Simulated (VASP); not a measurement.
Crystal: W.

```
CELL_PARAMETERS angstrom
-1.58234 1.58234 1.58234
1.58234 -1.58234 1.58234
1.58234 1.58234 -1.58234
ATOMIC_POSITIONS crystal
W 0.00000 0.00000 0.00000
```

```yaml
Program: VASP 6.6.1
Task: relaxation of cell and atoms
Functional: PBE
Potentials_or_basis: VASP PAW PBE potentials, release 64 (W_sv)
Cutoff: 520 eV
k_mesh: 4 × 4 × 4
Occupations: gaussian, width 0.1 eV
Spin: no spin polarisation
```

At the start: pressure 5.2 GPa; volume 15.85 Å³/atom.

Task: Where does the relaxation end?

Result: Over 4 steps the energy falls by 4.2 meV/atom and the volume is 16.11 Å³/atom (+1.7 %); space group Im-3m (No. 229, to 0.05 Å).

The path:
| step | energy change (eV) | largest force (eV/Å) | pressure (GPa) | volume (Å³) |
| --- | --- | --- | --- | --- |
| 1 | 0.0000 | 0.0000 | 5.17 | 15.85 |
| 2 | 0.0430 | 0.0000 | -15.22 | 17.05 |
| 3 | -0.0042 | 0.0000 | -0.10 | 16.12 |
| 4 | -0.0042 | 0.0000 | -0.01 | 16.11 |

Final structure:
```xyz
1
Lattice="-1.5910 1.5910 1.5910 1.5910 -1.5910 1.5910 1.5910 1.5910 -1.5910" Properties=species:S:1:pos:R:3 pbc="T T T"
W     0.0000    0.0000    0.0000
```

Caveat: the k mesh is coarse (spacing up to 0.70 Å⁻¹), so the values aren't converged.
